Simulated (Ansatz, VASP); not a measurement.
# ZnSnN2: VASP beside Ansatz, part 2 of 2

Wanted: the spread between two codes on one cell, functional and k mesh. The cell is taken from a series of runs on this material, whose earlier steps may have relaxed, scaled, displaced or heated it; both programs get it as it stands.

VASP 6.6.1 and Ansatz 0.2.0.

So far. Step 2 (VASP: single point, HSE06): The run ends at a pressure of -1.17 GPa, with forces up to 0.52 eV/Å.

### 3. Ansatz: single point, HSE06

Level of this step: Ansatz beside VASP: Kohn-Sham DFT, plane waves, HSE06 (Ansatz).

Ansatz runs on its PAW soft_1 files.

The same cell, functional and mesh now go to Ansatz, which takes its cutoff from its data sets.

Contents of input.yaml:

```yaml
crystal:
  lattice:
    - [5.8542731, 0.0, 0.0]
    - [0.0, 6.7374542, 0.0]
    - [0.0, 0.0, 5.48058331]
  atoms:
    - { symbol: Zn, position: [0.5830040853, 0.8749687273, 0.9988359528] }
    - { symbol: Zn, position: [0.4169959147, 0.1250312727, 0.4988359528] }
    - { symbol: Zn, position: [0.9169959147, 0.3749687273, 0.4988359528] }
    - { symbol: Zn, position: [0.0830040853, 0.6250312727, 0.9988359528] }
    - { symbol: Sn, position: [0.5882834339, 0.3750662699, 0.9992781877] }
    - { symbol: Sn, position: [0.4117165661, 0.6249337301, 0.4992781877] }
    - { symbol: Sn, position: [0.9117165661, 0.8750662699, 0.4992781877] }
    - { symbol: Sn, position: [0.0882834339, 0.1249337301, 0.9992781877] }
    - { symbol: "N", position: [0.5831023642, 0.3734517169, 0.379240828] }
    - { symbol: "N", position: [0.4168976358, 0.6265482831, 0.879240828] }
    - { symbol: "N", position: [0.9168976358, 0.8734517169, 0.879240828] }
    - { symbol: "N", position: [0.0831023642, 0.1265482831, 0.379240828] }
    - { symbol: "N", position: [0.5791895146, 0.8766456735, 0.3726460416] }
    - { symbol: "N", position: [0.4208104854, 0.1233543265, 0.8726460416] }
    - { symbol: "N", position: [0.9208104854, 0.3766456735, 0.8726460416] }
    - { symbol: "N", position: [0.0791895146, 0.6233543265, 0.3726460416] }
kpoints:
  mp_grid: { grid: [2, 2, 2] }
  band_path:
    path:
      - [0.0, 0.0, 0.0]
      - [0.5, 0.0, 0.0]
      - [0.5, 0.5, 0.0]
      - [0.0, 0.5, 0.0]
      - [0.0, 0.0, 0.5]
      - [0.5, 0.0, 0.5]
      - [0.5, 0.5, 0.5]
      - [0.0, 0.5, 0.5]
    npoints: 1
hamiltonian:
  xc: hse06
  pseudopotentials: { kind: paw, azcp: { folder: soft_1 } }
scf:
  occupations: { method: fixed }
  n_extra_bands: 9
output:
  eigenvalues: true
```

Command:

```
ansatz run input.yaml --threads 2 --pin off --max-ram 92160MiB --backend cuda --events-out ev --progress --plain --runs-dir out --devices 1 --max-vram 13GiB
```

Numbers of over 12 decimals in the logs are rounded to 6 here.

Log:

```text
scf.n_extra_bands = 9 over 72 filled bands (N_el = 144.0): the run solves 81 bands
exact exchange: scf.exx.singularity resolves to wigner_seitz, which cuts the screened interaction at the faces of the exchange supercell's Wigner-Seitz cell, so that each pair interacts once, at the shortest of its separations (the periodic images that this leaves out come, for a point-like exchange hole, to about 0.001 eV on a filled level). The cut falls within the interaction's reach, and what an exchange supercel [...]
GPUs: using 1 of 1 available (devices: 1).
Engine: ansatz 0.2.0, x86_64-unknown-linux-gnu
Pseudopotentials: kind: paw
Pseudopotential: Zn, paw, valence charge 12, recommended cutoff 420 eV (normal), soft_1/Zn.paw.azcp
Pseudopotential: Sn, paw, valence charge 14, recommended cutoff 420 eV (normal), soft_1/Sn.paw.azcp
Pseudopotential: N, paw, valence charge 5, recommended cutoff 420 eV (normal), soft_1/N.paw.azcp
Functional definition: HSE06
  parameter a = 0.25
  parameter omega = 0.11/bohr
  exchange = pbe_x - a*pbe_x_sr(omega) + a*exact_x_sr(omega)
  correlation = pbe_c
davidson cushion auto → on  (no smearing: the cushion is to keep the highest requested band from converging to the state above it; pin scf.eigensolver.cushion to override)
device memory: the entry about to start is reckoned to put 3.0 GiB on a device that reports 51.5 GiB free (of which the cap on the GPU budget leaves the run 13.0 GiB)
GPU FFT provider: cuFFT
GPU libraries: cuBLAS 13.8.2, cuFFT 12.4.0, cuSOLVER 12.3.4
Crystal: 16 atoms, lattice volume = 216.170 Å³
Basis set: ecut = 420 eV, 4231 PW (Γ)
Bands: 81, of which v1, the nominal top of the filled ones, is band 72 counted from 1 (71 counted from 0)
Symmetry: 4 space group operations
Space group: Pna21 (ITA 33), of the structure as read, at distance tolerance 6.0e-5 Å
k-points: 8
Non-local potential: Zn, projectors of the file, l = 0: 2, l = 1: 2, l = 2: 3, l = 3: 1
Non-local potential: Sn, projectors of the file, l = 0: 2, l = 1: 2, l = 2: 2, l = 3: 1
Non-local potential: N, projectors of the file, l = 0: 2, l = 1: 2, l = 2: 1
PAW form: soft (Blöchl's): semilocal exchange-correlation on the pseudo side does not see the compensation charge
PAW frozen core: Zn, regenerated for the run's functional, and the local potential with it (the file was generated under x = pbe(κ = 0.804, μ = 0.219515), c = pbe(β = 0.066725))
PAW frozen core: Sn, regenerated for the run's functional, and the local potential with it (the file was generated under x = pbe(κ = 0.804, μ = 0.219515), c = pbe(β = 0.066725))
PAW frozen core: N, regenerated for the run's functional, and the local potential with it (the file was generated under x = pbe(κ = 0.804, μ = 0.219515), c = pbe(β = 0.066725))
PAW one-centre angular grid: Zn, 590 points (default); XC on 64 Gauss nodes
PAW one-centre angular grid: Sn, 590 points (default); XC on 64 Gauss nodes
PAW one-centre angular grid: N, 110 points (default); XC on 64 Gauss nodes
Initial density: superposition of atomic densities (chi_scale 0.1, normalization cell, long waves kept (reshape's long-wave potential 0.01 eV rms))
Initial wavefunctions: pseudopotential atomic-orbital guess
GPU buffer pool allocated for 76800 grid points (all kernels)
GPU transforms: local potential and band sums: pruned to the plane-wave sphere, on 40×45×40
Functional: x = pbe(κ = 0.804, μ = 0.219515), c = pbe(β = 0.066725), warm-up for x = pbe(κ = 0.804, μ = 0.219515) + 0.25 (exact − pbe) at short range (hse, ω = 0.207870 Å⁻¹), c = pbe(β = 0.066725); HSE06 as pw.x's `hse` composes it (authors' and Libxc's form: `xc: wpbeh`)
SCF iter   1: F=—  HF=-40448.935315 eV  |F-HF|=—  |Δ(HF+E_count)|=         —  Δρ=8.94e-2  dr2=2.00e1  ethr=1.00e-1  ⟨swp⟩=4.6  Hψ=2013  notcnv=0
preconditioner: auto → none  [insulator: Δε(μ)=1.065 eV  Ē_g=14.423 eV  n_scr=64 (ndim 8)  ℏωp=30.3 eV  f_vac=0.000]
SCF iter   2: F=—  HF=-40445.631960 eV  |F-HF|=—  |Δ(HF+E_count)|=    3.30e0  Δρ=6.06e-2  dr2=5.91e0  ethr=1.39e-2  ⟨swp⟩=4.1  Hψ=1925  notcnv=0
[...]
GPU FFT provider: cuFFT
GPU libraries: cuBLAS 13.8.2, cuFFT 12.4.0, cuSOLVER 12.3.4
Initial density: handed on by an earlier stage of this run
Initial wavefunctions: those handed on with the density
GPU buffer pool allocated for 76800 grid points (all kernels)
GPU transforms: local potential and band sums: pruned to the plane-wave sphere, on 40×45×40
Functional: x = pbe(κ = 0.804, μ = 0.219515) + 0.25 (exact − pbe) at short range (hse, ω = 0.207870 Å⁻¹), c = pbe(β = 0.066725); HSE06 as pw.x's `hse` composes it (authors' and Libxc's form: `xc: wpbeh`)
Exchange kernel: α = 0.2500, screened, ω = 0.2079 Å⁻¹, Wigner–Seitz truncation, v(0) = 975.1945 eV·Å³, q-mesh 2×2×2, nearest image of the exchange supercell L = 10.96 Å, pair-density grid 32×36×30, without the augmentation charges, whose exchange is taken in its separable form by FFT convolution over the k-point mesh (sized by the pseudopotential files, 40×48×40 at the most), smooth part of the exact exchange by density-matrix convolution in up to 2.40 GiB of GPU memory as planned if the GPU has room (build and FFT work areas not counted)
Frozen-core exchange: fock
SCF iter   1: F=—  HF=-40459.823397 eV  |F-HF|=—  |Δ(HF+E_count)|=         —  Δρ=2.09e-2  dr2=5.19e-1  ethr=1.24e-8  ⟨swp⟩=13.0  Hψ=5728  notcnv=0
preconditioner: auto → none  [insulator: Δε(μ)=1.313 eV  Ē_g=16.629 eV  n_scr=64 (ndim 8)  ℏωp=30.3 eV  f_vac=0.010]
SCF iter   2: F=—  HF=-40459.682075 eV  |F-HF|=—  |Δ(HF+E_count)|=   1.41e-1  Δρ=5.22e-3  dr2=6.18e-2  ethr=1.24e-8  ⟨swp⟩=9.1  Hψ=4329  notcnv=0
SCF iter   3: F=—  HF=-40459.737845 eV  |F-HF|=—  |Δ(HF+E_count)|=   5.58e-2  Δρ=3.92e-3  dr2=2.08e-2  ethr=1.24e-8  ⟨swp⟩=8.9  Hψ=4305  notcnv=0
SCF iter   4: F=—  HF=-40459.735453 eV  |F-HF|=—  |Δ(HF+E_count)|=   2.39e-3  Δρ=1.64e-3  dr2=2.85e-3  ethr=1.24e-8  ⟨swp⟩=6.9  Hψ=3319  notcnv=0
SCF iter   5: F=—  HF=-40459.741504 eV  |F-HF|=—  |Δ(HF+E_count)|=   6.05e-3  Δρ=1.00e-3  dr2=1.32e-3  ethr=1.24e-8  ⟨swp⟩=7.8  Hψ=3363  notcnv=0  defer=1
SCF iter   6: F=—  HF=-40459.741010 eV  |F-HF|=—  |Δ(HF+E_count)|=   4.94e-4  Δρ=1.77e-4  dr2=1.20e-4  ethr=1.24e-8  ⟨swp⟩=5.0  Hψ=2912  notcnv=0
SCF iter   7: F=-40459.740983 eV  HF=-40459.740991 eV  |F-HF|=7.77e-6  |Δ(HF+E_count)|=   1.93e-5  Δρ=5.97e-5  dr2=4.51e-5  ethr=1.24e-8  ⟨swp⟩=4.6  Hψ=2073  notcnv=0
SCF 2 stopped early in 7 iterations: F = -40459.740983 eV  dr2 = 4.51e-5
  greatest PAW one-centre occupation: 0.993 electrons in one spin orbital (limit 2), on the Sn atom at site 6 (counted from 0), in its partial waves of l = 2
hybrid outer 1: dexx = +9.114e-2 eV, tail = 3.79e-4 eV
GPU FFT provider: cuFFT
GPU libraries: cuBLAS 13.8.2, cuFFT 12.4.0, cuSOLVER 12.3.4
GPU buffer pool allocated for 76800 grid points (all kernels)
GPU transforms: local potential and band sums: pruned to the plane-wave sphere, on 40×45×40
Exchange kernel: α = 0.2500, screened, ω = 0.2079 Å⁻¹, Wigner–Seitz truncation, v(0) = 975.1945 eV·Å³, q-mesh 2×2×2, nearest image of the exchange supercell L = 10.96 Å, pair-density grid 32×36×30, without the augmentation charges, whose exchange is taken in its separable form by FFT convolution over the k-point mesh (sized by the pseudopotential files, 40×48×40 at the most), smooth part of the exact exchange by density-matrix convolution in up to 2.40 GiB of GPU memory as planned if the GPU has room (build and FFT work areas not counted)
Frozen-core exchange: fock
SCF iter   1: F=—  HF=-40459.737207 eV  |F-HF|=—  |Δ(HF+E_count)|=         —  Δρ=1.45e-4  dr2=4.41e-5  ethr=1.32e-6  ⟨swp⟩=4.2  Hψ=1596  notcnv=0
preconditioner: auto → none  [insulator: Δε(μ)=1.319 eV  Ē_g=16.474 eV  n_scr=64 (ndim 8)  ℏωp=30.3 eV  f_vac=0.013]
iter 2 solved again at ethr=1.28e-9 eV; its pass at ethr=2.85e-8 eV (dr2=1.84e-6 eV) is discarded
SCF iter   2: F=—  HF=-40459.737203 eV  |F-HF|=—  |Δ(HF+E_count)|=   4.50e-6  Δρ=3.30e-5  dr2=2.94e-6  ethr=1.28e-9  ⟨swp⟩=3.0  Hψ=3530  notcnv=0
SCF iter   3: F=—  HF=-40459.737211 eV  |F-HF|=—  |Δ(HF+E_count)|=   8.57e-6  Δρ=2.15e-5  dr2=9.48e-7  ethr=1.28e-9  ⟨swp⟩=5.9  Hψ=2249  notcnv=0  defer=1
SCF iter   4: F=-40459.737211 eV  HF=-40459.737211 eV  |F-HF|=1.80e-8  |Δ(HF+E_count)|=   2.46e-7  Δρ=3.59e-6  dr2=3.95e-8  ethr=6.24e-10  ⟨swp⟩=3.1  Hψ=1690  notcnv=0
SCF 3 converged in 4 iterations: F = -40459.737211 eV  dr2 = 3.95e-8
hybrid outer 2: dexx = +8.523e-6 eV, tail = 2.64e-7 eV, Δε = 5.14e-3 eV (about 1.61e-4 eV left of the loop's levels)
the search or the solves at the SCF's close seem to have found levels that the self-consistency loop had missed (the run counts 2). By its estimate they hold under 1e-12 electrons; where the run keeps them, the occupations were computed again with them
device memory: the entry about to start is reckoned to put 1.6 GiB on a device that reports 51.3 GiB free (of which the cap on the GPU budget leaves the run 13.0 GiB)
NSCF: frozen V_eff on 8 k-points
hybrid SCF converged: 2 outer / 11 inner (+9 warm-up), last move |dexx| = 8.52e-6 eV, tail = 2.64e-7 eV
Stability not checked: this state was not tested for a lower state beside it, because the functional holds exact exchange (a hybrid, or Hartree-Fock), whose exchange loop this test does not read (fock_operator; see scf.lower_state_search)
Free energy (F): -40459.737210 eV
Frozen-core exchange: fock
Harris-Foulkes:  -40459.737210 eV  (|F-HF|=1.80e-8)
Internal energy: -40459.737210 eV  (E = F + TS)
E sigma→0 (E₀):  -40459.737210 eV
Fermi energy:    9.004851 eV
--- Per-component energies (eV) ---
  E_band       = -273.679768
  E_kinetic    = 2279.938282
  E_local      = -12776.589822  (includes V_loc(G=0)·N_el)
  E_nonlocal   = 4160.908541
  E_hartree    = 5332.470008
  E_xc         = -1033.179764
  E_vxc        = -897.720474  (∫ρ·V_xc dr)
  E_exx        = -421.442741  (= α·E_x^exact, valence–valence)
  E_paw        = -25969.910621  (= ΣΔE_a)
  E_vpaw       = -2862.270791  (= ΣTr[D̂ρ^β])
  E_aug_tail   = 0.007060  (compensation charges beyond the density's cutoff)
  E_ewald      = -12035.359162
  E_core_change = 3.421009  (= ΣΔE_core)
  E_smearing   = -0.000000  (= −TS)
  E_closure    = -0.000000  (closes the sum)
  Σ components = -40459.737210   (vs F -40459.737210, Δ=0.00e0)
--- Band table (eV; the first three rows and the last of 8) ---
  k-point 0: bands = [... 68 lower, 8.0789, 8.9325, 8.9602, 9.0049, 10.3254, 13.0983, 14.0405, 14.4851, ... 5 higher]
  k-point 1: bands = [... 68 lower, 8.4612, 8.4612, 8.4985, 8.4985, 12.8063, 12.8063, 13.5888, 13.5888, ... 5 higher]
  k-point 2: bands = [... 68 lower, 8.3692, 8.3692, 8.5387, 8.5387, 12.4861, 12.4861, 14.7965, 14.7965, ... 5 higher]
  k-point 7: bands = [... 68 lower, 7.5019, 7.5019, 7.6854, 7.6854, 13.9710, 13.9710, 13.9777, 13.9777, ... 5 higher]
```

Reading the cycles: dr2 is the Hartree energy of the density residual (eV), the measure of convergence; HF is the Harris–Foulkes estimate of the energy, which meets the free energy F at convergence.

### 4. Side by side

Known differences besides the potentials themselves: exact exchange at q = 0 is treated differently, which shows on coarse meshes; VASP keeps PBE cores, Ansatz makes them for the functional; fixed occupations in Ansatz, narrow Gaussian smearing in VASP; the cutoff is 420 eV in Ansatz and 520 eV in VASP; VASP takes a coarser grid for exact exchange (PRECFOCK = Fast). Total energies have different zeros and are not compared.

Both answers:

```tsv
quantity	Ansatz	VASP	difference
gap on the k mesh (eV)	1.321	1.322	-0.001
```

A gap on the mesh is an upper bound, since the band edges may lie between its points.

### 5. Summary of results

```json
{"difference in gap on the k mesh (single point, HSE06)": "-0.0011 eV"}
```

The difference in gap on the k mesh is -0.0011 eV (single point, HSE06), within the 0.08 eV picked in this series as the mark of a large difference. How closely two codes agree says nothing of how well the functional describes the real material.

[Lines on the potential files, build, host, timing and source positions are cut from VASP's logs without a mark.]

[Logs are printed without paths, hosts, clocks, repeated set-up lines and the standing remarks that a program may print on its own settings, such as how far it seeks lower states.]

[Hosts, paths, dates, database ids (printed as entryN), source tags and the programs' standing remarks are cut or masked in the printed files.]
